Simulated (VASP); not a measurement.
These are PBE GGA, VASP's PBE PAW potentials (set 64) (plane waves; VASP 6.6.1) values and carry that method's errors.

The input files of a VASP run:

INCAR:
```
SYSTEM  =  CuZn
PREC  =  Accurate; ENCUT  =  300; LREAL  =  F
LASPH  =  T
EDIFF  =  1E-04; NELM  =  100; ALGO  =  Normal
LMAXMIX  =  4
ISMEAR  =  -1; SIGMA  =  0.05
GGA  =  PE
ISIF  =  2
LWAVE  =  F; LCHARG  =  F
```

**POSCAR**
```
CuZn
1
    2.9500000000     0.0000000000     0.0000000000
    0.0000000000     2.9500000000     0.0000000000
    0.0000000000     0.0000000000     2.9500000000
Zn Cu
1 1
Direct
  0.5012280000   0.4943850000   0.5107480000
 -0.0012280000   0.0056150000  -0.0107480000
```

**KPOINTS**
```
Automatic
0
gamma
 8 8 8
0.5 0.5 0.5
```

POTCAR, in this order: Zn Cu (PBE.64 set). Program: vasp_std.

The run wrote:

File OSZICAR:
```
       N       E                     dE             d eps       ncg     rms          rms(c)
DAV:   1     0.874686763863E+02    0.87469E+02   -0.83585E+03  8117   0.170E+03
DAV:   2    -0.410053284235E+01   -0.91569E+02   -0.89116E+02  7715   0.275E+02
DAV:   3    -0.605090691577E+01   -0.19504E+01   -0.19469E+01  9341   0.535E+01
DAV:   4    -0.606225532889E+01   -0.11348E-01   -0.11348E-01  8835   0.359E+00
DAV:   5    -0.606240099648E+01   -0.14567E-03   -0.14567E-03  9838   0.433E-01    0.956E+00
DAV:   6    -0.593039734252E+01    0.13200E+00   -0.17171E+01  8119   0.103E+02    0.608E+00
DAV:   7    -0.498728108076E+01    0.94312E+00   -0.39268E+00  8139   0.102E+02    0.224E+00
DAV:   8    -0.499020495168E+01   -0.29239E-02   -0.19405E-01 10746   0.603E+00    0.129E+00
DAV:   9    -0.498032684932E+01    0.98781E-02   -0.22347E-02  9285   0.373E+00    0.486E-02
DAV:  10    -0.498033932702E+01   -0.12478E-04   -0.51571E-04  9533   0.361E-01
   1 F= -.49803393E+01 E0= -.49787162E+01  d E =-.324621E-02
```

File OUTCAR:
```
------------------------ aborting loop because EDIFF is reached ----------------------------------------
  FORCE on cell =-STRESS in cart. coord.  units (eV):
  Direction    XX          YY          ZZ          XY          YZ          ZX
  --------------------------------------------------------------------------------------
  Total       -0.0110282     -0.0233166     -0.0555276     -0.0043615     -0.0390827      0.0085415
  in kB       -0.6882556     -1.4551587     -3.4654027     -0.2721964     -2.4390944      0.5330645
  external PRESSURE =      -1.8696057 kB  Pullay stress =       0.0000000 kB
  volume of cell :       25.67
      direct lattice vectors                 reciprocal lattice vectors
     2.950000000  0.000000000  0.000000000     0.338983051  0.000000000  0.000000000
     0.000000000  2.950000000  0.000000000     0.000000000  0.338983051  0.000000000
     0.000000000  0.000000000  2.950000000     0.000000000  0.000000000  0.338983051
 POSITION                                       TOTAL-FORCE (eV/Angst)
 -----------------------------------------------------------------------------------
      1.47862      1.45844      1.50671        -0.034384      0.156489     -0.296285
      2.94638      0.01656      2.91829         0.034384     -0.156489      0.296285
 -----------------------------------------------------------------------------------
    total drift:                                0.000442     -0.002222      0.001932
  FREE ENERGIE OF THE ION-ELECTRON SYSTEM (eV)
  ---------------------------------------------------
  free  energy   TOTEN  =        -4.9803393270 eV

  energy  without entropy=       -4.9770931190  energy(sigma->0) =       -4.97871622
```
(Selected blocks of OUTCAR.)

OUTCAR:
```
 val. band max:        5.4881340930   @ k =  -0.4375   0.4375   0.3125

 cond. band min:       5.7575689829   @ k =  -0.3125   0.0625   0.1875


 Fermi energy:         5.6051918930

 k-point     1 :       0.0625    0.0625    0.0625
  band No.  band energies     occupation
      1      -4.5969      2.00000
      2      -2.2844      2.00000
      3      -2.2817      2.00000
      4      -1.6457      2.00000
      5      -1.6410      2.00000
      6      -1.6240      2.00000
      7       1.9294      2.00000
      8       1.9340      2.00000
      9       2.6805      2.00000
     10       2.7333      2.00000
     11       2.7349      2.00000
     12      11.1512      0.00000
     13      11.1591      0.00000
     14      11.3133      0.00000
     15      17.6294      0.00000

 k-point     2 :      -0.0625    0.0625    0.0625
  band No.  band energies     occupation
      1      -4.5969      2.00000
      2      -2.2844      2.00000
      3      -2.2817      2.00000
      4      -1.6460      2.00000
      5      -1.6411      2.00000
      6      -1.6237      2.00000
      7       1.9294      2.00000
      8       1.9340      2.00000
      9       2.6805      2.00000
     10       2.7333      2.00000
     11       2.7350      2.00000
     12      11.1515      0.00000
     13      11.1585      0.00000
     14      11.3134      0.00000
     15      17.6275      0.00000

 k-point     3 :      -0.0625   -0.0625    0.0625
  band No.  band energies     occupation
      1      -4.5968      2.00000
      2      -2.2844      2.00000
      3      -2.2816      2.00000
      4      -1.6438      2.00000
      5      -1.6405      2.00000
      6      -1.6263      2.00000
      7       1.9293      2.00000
      8       1.9338      2.00000
      9       2.6806      2.00000
     10       2.7334      2.00000
     11       2.7343      2.00000
     12      11.1510      0.00000
     13      11.1615      0.00000
     14      11.3122      0.00000
     15      17.6320      0.00000
...
```

At this cut-off the stress carries a Pulay error, which pulls relaxed volumes low.

The structure is a typed CuZn crystal. The cell was not relaxed at this level, atoms are displaced from their ideal sites. The run is one of a series of settings (EDIFF = 1E-04 against the base run), some of them coarse on purpose. The electron count is odd and the run is not spin-polarised, which forces a metal.
